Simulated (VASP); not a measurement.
Output of a VASP run:

File OSZICAR:
```
       N       E                     dE             d eps       ncg     rms          rms(c)
DAV:   1    -0.327355952294E+03   -0.32736E+03   -0.20719E+01   447   0.212E+01    0.714E+00
DAV:   2    -0.327508063298E+03   -0.15211E+00   -0.25797E+00   479   0.133E+01    0.462E+00
DAV:   3    -0.327496805764E+03    0.11258E-01   -0.33929E-01   492   0.516E+00    0.266E+00
DAV:   4    -0.327499166560E+03   -0.23608E-02   -0.75817E-02   388   0.509E-01    0.159E+00
DAV:   5    -0.327511102695E+03   -0.11936E-01   -0.15468E-02   444   0.709E-01    0.953E-01
DAV:   6    -0.327532101316E+03   -0.20999E-01   -0.14412E-02   492   0.565E-01    0.598E-01
DAV:   7    -0.327534578119E+03   -0.24768E-02   -0.10006E-02   468   0.251E-01    0.355E-01
DAV:   8    -0.327534108512E+03    0.46961E-03   -0.38046E-03   444   0.141E-01    0.216E-01
DAV:   9    -0.327533849537E+03    0.25898E-03   -0.12736E-03   468   0.724E-02    0.134E-01
DAV:  10    -0.327533702594E+03    0.14694E-03   -0.51716E-04   444   0.497E-02    0.803E-02
DAV:  11    -0.327533652346E+03    0.50249E-04   -0.18527E-04   452   0.332E-02    0.465E-02
DAV:  12    -0.327533643039E+03    0.93066E-05   -0.59457E-05   300   0.163E-02
   1 F= -.32753364E+03 E0= -.32753307E+03  d E =-.114623E-02
```

OUTCAR:
```
------------------------ aborting loop because EDIFF is reached ----------------------------------------
  volume of cell :     1547.77
      direct lattice vectors                 reciprocal lattice vectors
    11.567395522  0.000000000  0.000000000     0.086449884  0.000000000  0.000000000
     0.000000000 11.567395522  0.000000000     0.000000000  0.086449884  0.000000000
     0.000000000  0.000000000 11.567395522     0.000000000  0.000000000  0.086449884
 POSITION                                       TOTAL-FORCE (eV/Angst)
 -----------------------------------------------------------------------------------
      5.78425      0.00137      0.00173        -0.004579     -0.000981      0.001783
      7.24443      1.44928      1.45303        -0.079278     -0.009988      0.022675
      8.67510      2.88952     11.56145         0.015817     -0.012156      0.006142
     10.11856      4.32160      1.45057         0.006892      0.080871      0.027623
      8.67497     11.55741      2.89398         0.001092     -0.024058      0.042736
     10.11883      1.44956      4.32203        -0.023270      0.022223     -0.048132
      0.00017     11.56724     11.56732        -0.001617      0.003551      0.001747
      1.44127      1.44139      1.44155         0.031773      0.029392      0.028767
      2.89372      2.89265      0.01228        -0.019630     -0.013851     -0.009055
      4.34736      4.34598      1.45319        -0.058705     -0.055923     -0.009687
      5.78329      5.78243      0.00073         0.006329      0.010804     -0.004237
      7.22206      7.22191      1.44997         0.055870      0.056678     -0.007748
      8.67550      8.67589      0.00906         0.013624      0.014534     -0.002702
     10.12618     10.12675      1.44129        -0.024855     -0.028969      0.023407
      2.89445      0.01370      2.89468        -0.004746      0.017620      0.033798
      4.34773      1.45520      4.34698        -0.045796      0.019357      0.020381
      5.78868      2.91218      2.91148         0.119675     -0.021811     -0.053743
      7.17786      4.39851      4.39602        -0.038030      0.019598     -0.420287
      8.66144      5.78488      2.90772         0.013724     -0.125583     -0.051387
     10.11606      7.22321      4.34707        -0.017819      0.041835      0.015338
      5.78379      0.00100      5.78271         0.001824     -0.004936      0.008794
      7.22122      1.45198      7.22107         0.038896      0.020180     -0.014881
      8.66091      2.90884      5.78370        -0.032770      0.039220      0.149699
     10.11927      4.34447      7.22267        -0.015856     -0.040900     -0.015323
      8.67424      0.01027      8.67419        -0.005628      0.028121     -0.034171
     10.12580      1.44030     10.12616        -0.024967      0.026560     -0.017258
     11.56688      5.78380      0.00255        -0.000680      0.004332     -0.000892
      1.44828      7.24572      1.45081        -0.005495     -0.085732      0.029149
      2.89076      8.67755     11.56139        -0.014488      0.014522      0.006223
      4.32195     10.12113      1.45052         0.087924      0.002423      0.031945
      0.01121      2.89297      2.89350         0.018657      0.003192      0.035349
      1.45288      4.34671      4.34578         0.022745     -0.042844      0.014854
      2.90993      5.78715      2.90861        -0.030883      0.123914     -0.058263
      4.39194      7.17857      4.39154         0.038116     -0.044725     -0.408890
      5.78348      8.66069      2.90748        -0.128806      0.021659     -0.058808
      7.22240     10.11479      4.34759         0.041367     -0.018171      0.014768
     11.56640     11.56716      5.78394         0.000198      0.002629     -0.002962
      1.44906      1.44733      7.24489         0.022302      0.026336      0.051410
      2.90770      2.90944      5.78790         0.038361      0.039865     -0.149921
      4.38456      4.39279      7.18862         0.043434      0.027862      0.395903
      7.17666      7.17297      7.18694        -0.033023     -0.027724      0.398413
      8.65748      8.65671      5.78934        -0.038900     -0.034508     -0.154733
     10.11639     10.11886      7.24509        -0.020365     -0.022224      0.049137
      2.89224     11.55828      8.67535         0.005450     -0.026615     -0.036635
      4.32127      1.44821     10.12030         0.089744     -0.005324     -0.028273
      5.78258      2.90620      8.66346        -0.129834     -0.012740      0.052296
      7.22306      4.34309     10.11973         0.058955     -0.059346      0.012684
      8.66396      5.78094      8.66500         0.016828      0.130313      0.051358
     10.12025      7.24582     10.11983         0.006698     -0.085953     -0.028178
     11.55793      8.67647      2.89370        -0.024707     -0.001131      0.037959
      1.44929     10.12082      4.32174         0.025491     -0.024537     -0.045924
      0.00035      5.78335      5.78218        -0.001679      0.005479      0.013053
      1.44873      7.22371      7.22111         0.021799      0.040282     -0.015371
      2.90749      8.66147      5.78264         0.030247     -0.027756      0.154961
      4.34591     10.11774      7.22217        -0.036302     -0.025227     -0.018173
     11.55968      2.89014      8.67554        -0.027396      0.009461     -0.032790
      1.44698      4.32078     10.12272        -0.005298      0.085128     -0.033455
      2.90049      5.78727      8.66742        -0.010068     -0.131112      0.043251
      4.34398      7.22383     10.12061        -0.060695      0.059795      0.012883
      5.78336      8.66178      8.66407         0.124193      0.020403      0.053727
      7.24574     10.12076     10.11956        -0.085205      0.003954     -0.026814
      0.00785      8.67720      8.67453         0.025861     -0.008178     -0.037636
...
```
(Selected blocks of OUTCAR.)

POSCAR:
```
CuGe63
1
   11.5673955220     0.0000000000     0.0000000000
    0.0000000000    11.5673955220     0.0000000000
    0.0000000000     0.0000000000    11.5673955220
Ge Cu
63 1
Direct
  0.5000479860   0.0001184957   0.0001494853
  0.6262800677   0.1252900212   0.1256146873
  0.7499611111   0.2497986910   0.9994859454
  0.8747485642   0.3736014843   0.1254018791
  0.7499505721   0.9991363252   0.2501840776
  0.8747713514   0.1253146636   0.3736386449
  0.0000150123   0.9999862947   0.9999931692
  0.1245973944   0.1246080356   0.1246218982
  0.2501616827   0.2500696233   0.0010612281
  0.3758284676   0.3757095413   0.1256281302
  0.4999648560   0.4998908144   0.0000626833
  0.6243461750   0.6243332051   0.1253495864
  0.7499960999   0.7500293793   0.0007833938
  0.8754069150   0.8754559373   0.1245993449
  0.2502248141   0.0011842968   0.2502450055
  0.3758610603   0.1258019968   0.3757957731
  0.5004309595   0.2517573298   0.2516968283
  0.6205255473   0.3802509254   0.3800356513
  0.7487806676   0.5001023882   0.2513722330
  0.8745325047   0.6244457605   0.3758040681
  0.5000077149   0.0000867582   0.4999144151
  0.6242736034   0.1255233023   0.6242604210
  0.7487344134   0.2514684659   0.5000002051
  0.8748097700   0.3755793009   0.6243989789
  0.7498871615   0.0008879055   0.7498827154
  0.8753741853   0.1245137173   0.8754052752
  0.9999555997   0.5000089680   0.0002206827
  0.1252032697   0.6263916517   0.1254223083
  0.2499058248   0.7501728193   0.9994807279
  0.3736317290   0.8749702452   0.1253976291
  0.0009687933   0.2500967817   0.2501427100
  0.1256014659   0.3757727783   0.3756925028
  0.2515630421   0.5002983247   0.2514487869
  0.3796831235   0.6205862002   0.3796477418
  0.4999809670   0.7487153477   0.2513509103
  0.6243755510   0.8744224220   0.3758485721
  0.9999139722   0.9999795266   0.5000206160
  0.1252708633   0.1251217504   0.6263197399
  0.2513700897   0.2515208480   0.5003633056
  0.3790445460   0.3797563644   0.6214554957
  0.6204214921   0.6201023050   0.6213101226
  0.7484384808   0.7483719636   0.5004875206
  0.8745607433   0.8747743148   0.6263374121
  0.2500342224   0.9992117198   0.7499829260
  0.3735736022   0.1251974582   0.8748988000
  0.4999035002   0.2512410688   0.7489552372
  0.6244327178   0.3754592377   0.8748490661
  0.7489982500   0.4997614251   0.7490878924
  0.8748943479   0.6264001211   0.8748579837
  0.9991816084   0.7500794014   0.2501603035
  0.1252909627   0.8749440588   0.3736140853
  0.0000306660   0.4999698456   0.4998690334
  0.1252424194   0.6244889486   0.6242639939
  0.2513521494   0.7487832149   0.4999087714
  0.3757034409   0.8746770561   0.6243556622
  0.9993327842   0.2498526490   0.7499995671
  0.1250910003   0.3735306393   0.8751075905
  0.2507467643   0.5003086676   0.7492977859
  0.3755365895   0.6244995280   0.8749259522
  0.4999711201   0.7488100766   0.7490078558
  0.6263930741   0.8749385978   0.8748346610
  0.0006782514   0.7501432885   0.7499116976
  0.1245522739   0.8754517402   0.8753657203
  0.4994990444   0.5001459860   0.5006879066
```

**Question.** Reconstruct the remaining input files.

**Answer.** Several could match; the one computed here: the input of the run itself, HSE06 screened hybrid, plane waves, VASP's PBE PAW potentials (set 64).

**KPOINTS**
```
Automatic mesh
0
Gamma
1 1 1
0 0 0
```

**INCAR**
```
AEXX=0.25
ALGO=Normal
EDIFF=1E-5
ENCUT=400
GGA=PE
HFSCREEN=0.2
ISIF=0
ISMEAR=0
ISYM=0
LASPH=.TRUE.
LCHARG=.FALSE.
LHFCALC=.TRUE.
LMAXMIX=4
LREAL=Auto
LWAVE=.FALSE.
NELECT=264.0
NELM=50
NELMIN=4
PREC=Normal
PRECFOCK=Fast
SIGMA=0.05
SYSTEM=CuGe63
```

POTCAR, in this order: Ge Cu (PBE.64 set). Program: vasp_gam. Read from the step before: WAVECAR.

The cell is charged, with a uniform compensating background. The supercell is sampled at Γ alone, which is coarse: total energies, pressure and levels can be off, energies of defects by several tenths of an eV.

The cell is a supercell with a defect, built from Ge (diamond): Cu_Ge, charge -1. The cell's shape comes from a PBE relaxation. The run is not spin-polarised, so no state with unpaired spins was tried.
